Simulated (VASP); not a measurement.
Level of theory: optB88-vdW, VASP's PBE PAW potentials (set 64) (plane waves; VASP).

VASP input:

### KPOINTS
```
Regular mesh
0
gamma
  13 13 8
0 0 0
```

INCAR:
```
SYSTEM = Tl
PREC = Accurate
ENCUT = 520
EDIFF = 1E-7
NELM = 100
ALGO = Normal
LREAL = .FALSE.
LASPH = .TRUE.
ISMEAR = -5
GGA = BO
PARAM1 = 0.1833333333
PARAM2 = 0.22
LUSE_VDW = .TRUE.
AGGAC = 0.0
LMAXMIX = 4
LWAVE = .FALSE.
LCHARG = .TRUE.
LORBIT = 11
NEDOS = 601
ISIF = 2
```

**POSCAR**
```
Tl
1
    1.7811929002    -3.0851167135    -0.0000000000
    1.7811929002     3.0851167135     0.0000000000
    0.0000000000     0.0000000000     5.5949361261
Tl
2
Direct
  0.3333330000   0.6666670000   0.2500000000
  0.6666670000   0.3333330000   0.7500000000
```

POTCAR, in this order: Tl_d (PBE.64 set). Program: vasp_std.

The run wrote:

File OUTCAR:
```
 ion  position               nearest neighbor table
   1  0.333  0.667  0.250-   2 3.47   2 3.47   2 3.47   2 3.47   2 3.47   2 3.47
   2  0.667  0.333  0.750-   1 3.47   1 3.47   1 3.47   1 3.47   1 3.47   1 3.47
  LATTYP: Found a hexagonal cell.
 ALAT       =     3.5623858976
 C/A-ratio  =     1.5705586893
 Subroutine PRICEL returns:
 Original cell was already a primitive cell.
 Subroutine GETGRP returns: Found 24 space group operations
The static configuration has the point symmetry D_3d.
 The point group associated with its full space group is D_6h.
The dynamic configuration has the point symmetry D_3d.
 Subroutine INISYM returns: Found 24 space group operations
 Subroutine IBZKPT returns following result:
 Found    105 irreducible k-points:

 Following reciprocal coordinates:
            Coordinates               Weight
  0.000000  0.000000  0.000000      1.000000
  0.076923  0.000000  0.000000      6.000000
  0.153846  0.000000  0.000000      6.000000
  0.230769  0.000000  0.000000      6.000000
  0.307692  0.000000  0.000000      6.000000
  0.384615  0.000000  0.000000      6.000000
  0.461538  0.000000  0.000000      6.000000
  0.076923  0.076923  0.000000      6.000000
  0.153846  0.076923  0.000000     12.000000
  0.230769  0.076923  0.000000     12.000000
  0.307692  0.076923  0.000000     12.000000
  0.384615  0.076923  0.000000     12.000000
  0.461538  0.076923  0.000000      6.000000
  0.153846  0.153846  0.000000      6.000000
  0.230769  0.153846  0.000000     12.000000
  0.307692  0.153846  0.000000     12.000000
  0.384615  0.153846  0.000000     12.000000
  0.230769  0.230769  0.000000      6.000000
  0.307692  0.230769  0.000000     12.000000
  0.384615  0.230769  0.000000      6.000000
  0.307692  0.307692  0.000000      6.000000
  0.000000  0.000000  0.125000      2.000000
...
```

### OSZICAR
```
       N       E                     dE             d eps       ncg     rms          rms(c)
DAV:   1     0.132964568854E+03    0.13296E+03   -0.14395E+04  3594   0.143E+03
DAV:   2     0.385960734619E+01   -0.12910E+03   -0.12776E+03  3815   0.292E+02
DAV:   3     0.166016792908E+01   -0.21994E+01   -0.21892E+01  4138   0.338E+01
DAV:   4     0.164465351915E+01   -0.15514E-01   -0.15542E-01  3967   0.282E+00
DAV:   5     0.164444837430E+01   -0.20514E-03   -0.20539E-03  4086   0.330E-01    0.230E+00
DAV:   6     0.168207233808E+01    0.37624E-01   -0.74421E-02  3784   0.222E+00    0.162E+00
DAV:   7     0.168902827734E+01    0.69559E-02   -0.27785E-02  3741   0.134E+00    0.632E-01
DAV:   8     0.168954361961E+01    0.51534E-03   -0.15558E-03  3756   0.344E-01    0.285E-02
DAV:   9     0.168954059206E+01   -0.30275E-05   -0.10853E-05  4311   0.286E-02    0.842E-03
DAV:  10     0.168953686977E+01   -0.37223E-05   -0.38339E-06  3712   0.155E-02    0.115E-03
DAV:  11     0.168953655296E+01   -0.31681E-06   -0.82086E-08  2595   0.218E-03    0.481E-04
DAV:  12     0.168953641399E+01   -0.13898E-06   -0.24279E-08  1925   0.122E-03    0.467E-05
DAV:  13     0.168953641565E+01    0.16603E-08   -0.14417E-09  1894   0.319E-04
   1 F= 0.16895364E+01 E0= 0.16895364E+01  d E =0.000000E+00
```

### OUTCAR
```
------------------------ aborting loop because EDIFF is reached ----------------------------------------
  FORCE on cell =-STRESS in cart. coord.  units (eV):
  Direction    XX          YY          ZZ          XY          YZ          ZX
  --------------------------------------------------------------------------------------
  Total        0.0063180      0.0063180     -0.0356015      0.0000000      0.0000000     -0.0000000
  in kB        0.1646199      0.1646199     -0.9276235      0.0000000      0.0000000     -0.0000000
  external PRESSURE =      -0.1994612 kB  Pullay stress =       0.0000000 kB
  volume of cell :       61.49
      direct lattice vectors                 reciprocal lattice vectors
     1.781192900 -3.085116714  0.000000000     0.280710753 -0.162068423  0.000000000
     1.781192900  3.085116714  0.000000000     0.280710753  0.162068423  0.000000000
     0.000000000  0.000000000  5.594936126     0.000000000  0.000000000  0.178733050
 POSITION                                       TOTAL-FORCE (eV/Angst)
 -----------------------------------------------------------------------------------
      1.78119      1.02837      1.39873         0.000000      0.000000      0.000000
      1.78119     -1.02837      4.19620        -0.000000     -0.000000      0.000000
 -----------------------------------------------------------------------------------
    total drift:                               -0.000018      0.000478      0.000011
  FREE ENERGIE OF THE ION-ELECTRON SYSTEM (eV)
  ---------------------------------------------------
  free  energy   TOTEN  =         1.6895364156 eV

  energy  without entropy=        1.6895364156  energy(sigma->0) =        1.68953642

 total charge

# of ion       s       p       d       tot
------------------------------------------
    1        1.194   0.369   9.634  11.196
    2        1.194   0.369   9.634  11.196
--------------------------------------------------
tot          2.387   0.738  19.267  22.392
```
(Selected blocks of OUTCAR.)

File OUTCAR:
```
 val. band max:        6.0789560234   @ k =   0.2308   0.2308   0.0000

 cond. band min:       5.7034701397   @ k =   0.3077   0.0769   0.0000


 Fermi energy:         5.7522126520

 k-point     1 :       0.0000    0.0000    0.0000
  band No.  band energies     occupation
      1      -5.9683      2.00000
      2      -5.7863      2.00000
      3      -5.7856      2.00000
      4      -5.7856      2.00000
      5      -5.7400      2.00000
      6      -5.7400      2.00000
      7      -5.7087      2.00000
      8      -5.7087      2.00000
      9      -5.4049      2.00000
     10      -5.4049      2.00000
     11      -3.9009      2.00000
     12       0.6115      2.00000
     13       3.2626      2.00000
     14      12.8781      0.00000
     15      12.8782      0.00000
     16      14.8528      0.00000
     17      14.8528      0.00000

 k-point     2 :       0.0769    0.0000    0.0000
  band No.  band energies     occupation
      1      -5.9540      2.00000
      2      -5.8185      2.00000
      3      -5.7652      2.00000
      4      -5.7490      2.00000
      5      -5.7393      2.00000
      6      -5.7210      2.00000
      7      -5.7196      2.00000
      8      -5.7183      2.00000
      9      -5.4234      2.00000
     10      -5.4006      2.00000
     11      -3.7983      2.00000
     12       0.6762      2.00000
     13       3.3930      2.00000
     14      11.7401      0.00000
     15      12.4248      0.00000
     16      14.0611      0.00000
     17      15.0847      0.00000

 k-point     3 :       0.1538    0.0000    0.0000
  band No.  band energies     occupation
      1      -5.9392      2.00000
      2      -5.8318      2.00000
      3      -5.7522      2.00000
      4      -5.7456      2.00000
      5      -5.7434      2.00000
      6      -5.7085      2.00000
      7      -5.6942      2.00000
      8      -5.6674      2.00000
      9      -5.4706      2.00000
     10      -5.3901      2.00000
     11      -3.4869      2.00000
...
```

For a metal the tetrahedron method with Blöchl corrections gives inexact stress and forces. Unless said otherwise, spin-orbit coupling is left out, though it shifts the bands of the heavy elements here.

The compound is Tl in the hcp structure. It was relaxed first, which changed the volume by +7 %.
